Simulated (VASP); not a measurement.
# CuSn3 (I4/mmm) in VASP: equation of state

How stiff is CuSn3 in PBE, and what volume does it want? The cell is scaled to several volumes.

Program: VASP 6.6.1. These are calculated values, not measurements. Logs are shortened: lines on timing, memory, paths and dates and some standing lists are left out, and cuts for length are marked.

### Step 1. The crystal as given

The structure is tetragonal, space group I4/mmm (No. 139). Conventional cell: a = 4.480 Å, b = 4.480 Å, c = 9.741 Å, α = 90.00°, β = 90.00°, γ = 90.00°. Around Sn (site symmetry 4/mmm) lie 4 Cu at 3.17 Å and 8 Sn at 3.31 Å. Sn (site symmetry -4m2) is surrounded by 8 Sn at 3.17 to 3.31 Å and 4 Cu at 3.31 Å. Cu (site symmetry 4/mmm) is surrounded by 12 Sn at 3.17 to 3.31 Å.

The cell comes from a database or a generator and needn't be the stable form of this composition.

### Step 2. Equation of state, PBE, 22.97 Å³/atom (volume scaled by 0.94)

INCAR reads:

```
PREC     = Accurate       # precision mode
ENCUT    = 520            # plane-wave cutoff, eV
EDIFF    = 1E-7           # SCF threshold, eV
ISMEAR   = -1             # smearing method
SIGMA    = 0.05           # smearing width, eV
LREAL    = F              # projectors in reciprocal space
LASPH    = T              # aspherical terms in the spheres
NELM     = 80             # most SCF steps
ALGO     = Normal         # electronic algorithm
ISIF     = 2              # what is computed and relaxed
LWAVE    = F              # write WAVECAR
LCHARG   = F              # write CHGCAR
GGA      = PE             # functional
NBANDS   = 34             # bands
```

KPOINTS reads:

```
Automatic mesh
0
Gamma
  8 8 8
```

POSCAR reads:

```
CuSn3
1.0
   -2.1941778637      2.1941778637      4.7712739781
    2.1941778637     -2.1941778637      4.7712739781
    2.1941778637      2.1941778637     -4.7712739781
Sn Cu
3 1
Direct
    0.5000000000      0.5000000000      0.0000000000
    0.2500000000      0.7500000000      0.5000000000
    0.7500000000      0.2500000000      0.5000000000
    0.0000000000      0.0000000000      0.0000000000
```

Potentials or basis: VASP PAW PBE potentials, release 64 (Sn_d, Cu).

On the command line:

```sh
$ cat potpaw_PBE.64/Sn_d/POTCAR potpaw_PBE.64/Cu/POTCAR > POTCAR
$ mpirun -np 1 vasp_std > vasp.out
```

OUTCAR:

```text
PREC = Accurate
   ENCUT = 520
   EDIFF = 1E-7
   ISMEAR = -1
   LREAL = F
   LASPH = T
   NELM = 80
   ISIF = 2
   GGA = PE

 Found     59 irreducible k-points:

 Following reciprocal coordinates:
            Coordinates               Weight
  0.000000  0.000000  0.000000      1.000000
  0.125000 -0.000000  0.000000      8.000000
  0.250000 -0.000000  0.000000      8.000000
  0.375000 -0.000000  0.000000      8.000000
  0.500000 -0.000000  0.000000      4.000000
  0.125000  0.125000  0.000000      8.000000
   k-points           NKPTS =     59   k-points in BZ     NKDIM =     59   number of bands    NBANDS=     34
   number of dos      NEDOS =    301   number of ions     NIONS =      4
   total plane-waves  NPLWV =  74088
   dimension x,y,z NGX =    42 NGY =   42 NGZ =   42
   dimension x,y,z NGXF=    84 NGYF=   84 NGZF=   84
   ions per type =               3   1
   NGX,Y,Z   is equivalent  to a cutoff of  12.27, 12.27, 12.27 a.u.
   NGXF,Y,Z  is equivalent  to a cutoff of  24.54, 24.54, 24.54 a.u.
 SYSTEM =  unknown system
   PREC   = accura    normal or accurate (medium, high low for compatibility)
   ISTART =      0    job   : 0-new  1-cont  2-samecut
   ICHARG =      2    charge: 1-file 2-atom 10-const
   ISPIN  =      1    spin polarized calculation?
   LNONCOLLINEAR =      F non collinear calculations
   LSORBIT =      F    spin-orbit coupling
   LASPH  =      T    aspherical Exc in radial PAW
   ENCUT  =  520.0 eV  38.22 Ry    6.18 a.u.  10.58 10.58 10.58*2*pi/ulx,y,z
   NELM   =     80;   NELMIN=  2; NELMDL= -5     # of ELM steps
   EDIFF  = 0.1E-06   stopping-criterion for ELM
   LREAL  =      F    real-space projection
   EDIFFG = 0.1E-05   stopping-criterion for IOM
   NSW    =      0    number of steps for IOM
   IBRION =     -1    ionic relax: 0-MD 1-quasi-New 2-CG
   NFREE  =      0    steps in history (QN), initial steepest desc. (CG)
   ISIF   =      2    stress and relaxation
   ISYM   =      2    0-nonsym 1-usesym 2-fastsym
   POTIM  = 0.5000    time-step for ionic-motion
   TEBEG  =    0.0;   TEEND  =   0.0 temperature during run
   PSTRESS=    0.0 pullay stress
   NELECT =      53.0000    total number of electrons
   NUPDOWN=      -1.0000    fix difference up-down
   EMIN   =  10.00;   EMAX   =-10.00  energy-range for DOS
   EFERMI =   0.00;   METHOD = LEGACY
   ISMEAR =    -1;   SIGMA  =   0.05  broadening in eV -4-tet -1-fermi 0-gaus
   EFERMI_NEDOS =   21; number of points for ismear=-14 and -15
   IALGO  =     38    algorithm
   IMIX   =      4    mixing-type and parameters
     AMIX     =   0.40;   BMIX     =  1.00
     AMIX_MAG =   1.60;   BMIX_MAG =  1.00
  volume/ion in A,a.u.               =      22.97       155.02
  Fermi-wavevector in a.u.,A,eV,Ry     =   1.362764  2.575251 25.267745  1.857127
  Thomas-Fermi vector in A             =   2.489226
   LORBIT       =      0    0 simple, 1 ext, 2 COOP (PROOUT), +10 PAW based schemes
   GGA     = PE    functional components
   LHFCALC =     F    Hartree Fock is set to
   AEXX    =    0.0000 exact exchange contribution
   IVDW    =     0    specifies the selected vdW correction
   LEPSILON=     F    determine dielectric tensor
   LRPA    =     F    only Hartree local field effects (RPA)
 non-spin polarized calculation
  energy-cutoff  :      520.00
  volume of cell :       91.88
 maximum number of plane-waves:      2501
   NGX = 21   NGY = 21   NGZ = 21

 number of electron      52.9999996 magnetization

 Free energy of the ion-electron system (eV)
  ---------------------------------------------------
  ext. energy  EPLUGINS =         0.00000000
  ---------------------------------------------------
  free energy    TOTEN  =       -14.34525713 eV

  energy without entropy =      -14.32651686  energy(sigma->0) =      -14.33588699

 E-fermi :   8.2902     XC(G=0): -10.7573

 val. band max:        8.2819520339   @ k =  -0.3750   0.5000   0.3750
 cond. band min:       8.2941454608   @ k =  -0.2500   0.5000   0.2500
 fundamental gap:      0.0121934269
 Fermi energy:         8.2902026105

 k-point     1 :       0.0000    0.0000    0.0000
  band No.  band energies     occupation
      1     -13.4806      2.00000
      2     -13.3488      2.00000
      3     -13.3483      2.00000
      4     -13.2830      2.00000
      5     -13.2830      2.00000
      6     -13.2829      2.00000
[... 26 lines left out ...]
     33      12.8695      0.00000
     34      16.3076      0.00000

 k-point     2 :       0.1250   -0.0000    0.0000
  band No.  band energies     occupation
      1     -13.4641      2.00000
      2     -13.3486      2.00000
      3     -13.3362      2.00000
      4     -13.3030      2.00000
      5     -13.2977      2.00000
      6     -13.2638      2.00000
[... 26 lines left out ...]
     33      12.3001      0.00000
     34      17.3135      0.00000

 k-point     3 :       0.2500   -0.0000    0.0000
  band No.  band energies     occupation
      1     -13.4168      2.00000
      2     -13.3429      2.00000
      3     -13.3202      2.00000
      4     -13.3110      2.00000
      5     -13.2924      2.00000
      6     -13.2513      2.00000
[... 26 lines left out ...]
     33      13.0758      0.00000
     34      15.6646      0.00000

 k-point     4 :       0.3750   -0.0000    0.0000
  band No.  band energies     occupation
      1     -13.3485      2.00000
      2     -13.3331      2.00000
      3     -13.3284      2.00000
      4     -13.2800      2.00000
      5     -13.2673      2.00000
      6     -13.2453      2.00000
[... 26 lines left out ...]
     33      14.0132      0.00000
     34      14.1412      0.00000

 k-point     5 :       0.5000   -0.0000    0.0000
  band No.  band energies     occupation
      1     -13.3382      2.00000
      2     -13.3261      2.00000
      3     -13.2615      2.00000
      4     -13.2588      2.00000
      5     -13.2537      2.00000
      6     -13.2465      2.00000
[... 26 lines left out ...]
     33      12.9538      0.00000
     34      12.9879      0.00000

 k-point     6 :       0.1250    0.1250    0.0000
  band No.  band energies     occupation
      1     -13.4511      2.00000
      2     -13.3526      2.00000
      3     -13.3226      2.00000
      4     -13.3133      2.00000
      5     -13.3115      2.00000
      6     -13.2568      2.00000
[... 26 lines left out ...]
     33      13.3441      0.00000
     34      15.6158      0.00000

 [... further k-points ...]

------------------------ aborting loop because EDIFF is reached ----------------------------------------

  FORCE on cell =-STRESS in cart. coord.  units (eV):
  Direction    XX          YY          ZZ          XY          YZ          ZX
  --------------------------------------------------------------------------------------
  -------------------------------------------------------------------------------------
  Total        1.4557322      1.4557322      1.3500744      0.0000000     -0.0000000      0.0000000
  in kB       25.3836498     25.3836498     23.5412911      0.0000000     -0.0000000      0.0000000
  external PRESSURE =      24.7695302 kB  Pullay stress =       0.0000000 kB

 VOLUME and BASIS-vectors are now :
 -----------------------------------------------------------------------------
  energy-cutoff  :      520.00
  volume of cell :       91.88
      direct lattice vectors                 reciprocal lattice vectors
    -2.194177864  2.194177864  4.771273978     0.000000000  0.227875784  0.104793814
     2.194177864 -2.194177864  4.771273978     0.227875784  0.000000000  0.104793814
     2.194177864  2.194177864 -4.771273978     0.227875784  0.227875784  0.000000000

 POSITION                                       TOTAL-FORCE (eV/Angst)
 -----------------------------------------------------------------------------------
      0.00000      0.00000      4.77127         0.000000      0.000000     -0.000000
      2.19418      0.00000      2.38564         0.000000     -0.000000      0.000000
      0.00000      2.19418      2.38564        -0.000000     -0.000000      0.000000
      0.00000      0.00000      0.00000         0.000000      0.000000     -0.000000
 -----------------------------------------------------------------------------------
    total drift:                               -0.000000     -0.000000      0.000000

  FREE ENERGIE OF THE ION-ELECTRON SYSTEM (eV)
  ---------------------------------------------------
  free  energy   TOTEN  =       -14.3452571269 eV

  energy  without entropy=      -14.3265168563  energy(sigma->0) =      -14.33588699
```

It took 2.2 min on 1 thread of Intel Xeon 6975P-C (Granite Rapids), shared host; peak memory 0.35 GiB.

Results:

- Free energy: -14.3453 eV
- Pressure: 2.5 GPa
- Band gap on the k mesh: none (metal or under the smearing width)

### Step 3. Equation of state, PBE, 23.46 Å³/atom (volume scaled by 0.96)

INCAR reads:

```
PREC = Accurate ; ENCUT = 520
EDIFF = 1E-7 ; ISMEAR = -1
SIGMA = 0.05 ; LREAL = F
LASPH = T ; NELM = 60
ALGO = Normal ; ISIF = 2
LWAVE = F ; LCHARG = F
GGA = PE ; NBANDS = 34
```

KPOINTS is that of step 2.

POSCAR reads:

```
CuSn3
1.0
   -2.2096303296      2.2096303296      4.8048756061
    2.2096303296     -2.2096303296      4.8048756061
    2.2096303296      2.2096303296     -4.8048756061
Sn Cu
3 1
Direct
    0.5000000000      0.5000000000      0.0000000000
    0.2500000000      0.7500000000      0.5000000000
    0.7500000000      0.2500000000      0.5000000000
    0.0000000000      0.0000000000      0.0000000000
```

Potentials or basis: VASP PAW PBE potentials, release 64 (Sn_d, Cu).

On the command line:

```sh
$ cat potpaw_PBE.64/Sn_d/POTCAR potpaw_PBE.64/Cu/POTCAR > POTCAR
$ mpirun -np 1 vasp_std > vasp.out
```

Wall time 2.7 min (1 thread of Intel Xeon 6975P-C (Granite Rapids), shared host); peak memory 0.41 GiB.

Results (log left out):

- Free energy: -14.3682 eV
- Pressure: 1.2 GPa
- Band gap on the k mesh: none (metal or under the smearing width)

### Step 4. Equation of state, PBE, 23.95 Å³/atom (volume scaled by 0.98)

INCAR reads:

```
PREC = Accurate
ENCUT = 520
EDIFF = 1E-7
ISMEAR = -1
SIGMA = 0.05
LREAL = False
LASPH = True
NELM = 60
ALGO = Normal
ISIF = 2
LWAVE = False
LCHARG = False
GGA = PE
NBANDS = 34
```

KPOINTS reads:

```
regular mesh
0
Gamma
  8 8 8
```

POSCAR reads:

```
CuSn3
1.0
   -2.2248696410      2.2248696410      4.8380137264
    2.2248696410     -2.2248696410      4.8380137264
    2.2248696410      2.2248696410     -4.8380137264
Sn Cu
3 1
Direct
    0.5000000000      0.5000000000      0.0000000000
    0.2500000000      0.7500000000      0.5000000000
    0.7500000000      0.2500000000      0.5000000000
    0.0000000000      0.0000000000      0.0000000000
```

On the command line:

```sh
$ cat potpaw_PBE.64/Sn_d/POTCAR potpaw_PBE.64/Cu/POTCAR > POTCAR
$ mpirun -np 1 vasp_std > vasp.out
```

Wall time 2.9 min (1 thread of Intel Xeon 6975P-C (Granite Rapids), shared host); peak memory 0.42 GiB.

The run converged. Its results:

```
Free energy            : -14.3762 eV
Pressure               : 0.0 GPa
Band gap on the k mesh : none (metal or under the smearing width)
```

### Step 5. Equation of state, PBE, 24.93 Å³/atom (volume scaled by 1.02)

INCAR reads:

```
SYSTEM = CuSn3
  PREC = Accurate
  ENCUT = 520
  EDIFF = 1E-7
  ISMEAR = -1
  SIGMA = 0.05
  LREAL = .FALSE.
  LASPH = .TRUE.
  NELM = 100
  ALGO = Normal
  ISIF = 2
  LWAVE = .FALSE.
  LCHARG = .FALSE.
  GGA = PE
  NBANDS = 34
```

KPOINTS reads:

```
regular mesh
0
G
  8 8 8
  0 0 0
```

POSCAR reads:

```
CuSn3
1.0
   -2.2547372270      2.2547372270      4.9029612579
    2.2547372270     -2.2547372270      4.9029612579
    2.2547372270      2.2547372270     -4.9029612579
Sn Cu
3 1
Direct
    0.5000000000      0.5000000000      0.0000000000
    0.2500000000      0.7500000000      0.5000000000
    0.7500000000      0.2500000000      0.5000000000
    0.0000000000      0.0000000000      0.0000000000
```

On the command line:

```sh
$ cat potpaw_PBE.64/Sn_d/POTCAR potpaw_PBE.64/Cu/POTCAR > POTCAR
$ mpirun -np 1 vasp_std > vasp.out
```

Run time: 3.4 min. Hardware: 1 thread of Intel Xeon 6975P-C (Granite Rapids), shared host; peak memory 0.42 GiB.

The run converged. Its results:

```yaml
Free_energy: -14.3532 eV
Pressure: -1.9 GPa
Band_gap_on_the_k_mesh: none (metal or under the smearing width)
```

### Step 6. Equation of state, PBE, 25.41 Å³/atom (volume scaled by 1.04)

INCAR reads:

```
SYSTEM = CuSn3
ALGO = Normal
EDIFF = 1E-7
ENCUT = 520
GGA = PE
ISIF = 2
ISMEAR = -1
LASPH = .True.
LCHARG = .False.
LREAL = .False.
LWAVE = .False.
NBANDS = 34
NELM = 80
PREC = Accurate
SIGMA = 0.05
```

KPOINTS reads:

```
k-points
0
Gamma
  8 8 8
  0 0 0
```

POSCAR reads:

```
CuSn3
1.0
   -2.2693787881      2.2693787881      4.9347995608
    2.2693787881     -2.2693787881      4.9347995608
    2.2693787881      2.2693787881     -4.9347995608
Sn Cu
3 1
Direct
    0.5000000000      0.5000000000      0.0000000000
    0.2500000000      0.7500000000      0.5000000000
    0.7500000000      0.2500000000      0.5000000000
    0.0000000000      0.0000000000      0.0000000000
```

Potentials or basis: VASP PAW PBE potentials, release 64 (Sn_d, Cu).

On the command line:

```sh
$ cat potpaw_PBE.64/Sn_d/POTCAR potpaw_PBE.64/Cu/POTCAR > POTCAR
$ mpirun -np 1 vasp_std > vasp.out
```

Wall time 3.2 min (1 thread of Intel Xeon 6975P-C (Granite Rapids), shared host); peak memory 0.42 GiB.

Results (log left out):

* Free energy: -14.3251 eV
* Pressure: -2.8 GPa
* Band gap on the k mesh: none (metal or under the smearing width)

### Step 7. Equation of state, PBE, 25.90 Å³/atom (volume scaled by 1.06)

INCAR reads:

```
SYSTEM = CuSn3
PREC = Accurate
ENCUT = 520
EDIFF = 1E-7
ISMEAR = -1
SIGMA = 0.05
LREAL = .False.
LASPH = .True.
NELM = 60
ALGO = Normal
ISIF = 2
LWAVE = .False.
LCHARG = .False.
GGA = PE
NBANDS = 34
```

KPOINTS reads:

```
Automatic mesh
0
Gamma
  8 8 8
  0 0 0
```

POSCAR reads:

```
CuSn3
1.0
   -2.2838338198      2.2838338198      4.9662322526
    2.2838338198     -2.2838338198      4.9662322526
    2.2838338198      2.2838338198     -4.9662322526
Sn Cu
3 1
Direct
    0.5000000000      0.5000000000      0.0000000000
    0.2500000000      0.7500000000      0.5000000000
    0.7500000000      0.2500000000      0.5000000000
    0.0000000000      0.0000000000      0.0000000000
```

On the command line:

```sh
$ cat potpaw_PBE.64/Sn_d/POTCAR potpaw_PBE.64/Cu/POTCAR > POTCAR
$ mpirun -np 1 vasp_std > vasp.out
```

Wall time 3.5 min (1 thread of Intel Xeon 6975P-C (Granite Rapids), shared host); peak memory 0.42 GiB.

It converged, with:

```
Free energy            : -14.2874 eV
Pressure               : -3.5 GPa
Band gap on the k mesh : none (metal or under the smearing width)
```

### Step 8. Equation of state, PBE

Potentials or basis: VASP PAW PBE potentials, release 64 (Sn_d, Cu).

This step only gathers the single runs of the series.

Results:

- Equilibrium volume: 23.98 Å³/atom
- Bulk modulus at fixed shape and positions: 53 GPa
- Pressure derivative of the bulk modulus: 4.6

Energy against volume, from the lowest point:
```
volume (Å³/atom)  energy (meV/atom)
          22.971               7.73
          23.460               1.99
          23.948               0.00
          24.437               1.37
          24.926               5.74
          25.415              12.77
          25.903              22.19
```

Caveat: the cell was scaled at fixed shape and fractional positions, which overstates the stiffness of a crystal with free parameters, most of all of layers and chains.
